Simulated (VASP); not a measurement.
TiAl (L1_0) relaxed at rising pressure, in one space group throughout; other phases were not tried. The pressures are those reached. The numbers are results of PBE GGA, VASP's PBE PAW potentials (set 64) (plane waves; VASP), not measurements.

```json
[
 {"P (GPa)": "0.01", "V (Å³/atom)": "16.222", "k-mesh": "13×13×9"},
 {"P (GPa)": "4.95", "V (Å³/atom)": "15.581", "k-mesh": "13×13×9"},
 {"P (GPa)": "9.93", "V (Å³/atom)": "15.043", "k-mesh": "13×13×9"},
 {"P (GPa)": "19.95", "V (Å³/atom)": "14.168", "k-mesh": "13×13×9"},
 {"P (GPa)": "29.97", "V (Å³/atom)": "13.486", "k-mesh": "14×14×10"}
]
```

A change of mesh leaves a small step in the series.

Task: Fit an equation of state and predict the volume at 44.84 GPa.

Result: Least squares on the third-order Birch-Murnaghan form, P = (3B0/2)(y⁷ − y⁵)[1 + (3/4)(B′ − 4)(y² − 1)] with y = (V0/V)^(1/3), gives V0 = 16.224 Å³/atom, B0 = 113 GPa and B′ = 3.9, and so 12.688 Å³/atom. The run gave 12.673 Å³/atom, -0.1 % from the fit.

Pressures at which the relaxation failed are left out.

The compound is TiAl in the L1_0 structure. The electron count is odd and the run is not spin-polarised, which forces a metal.
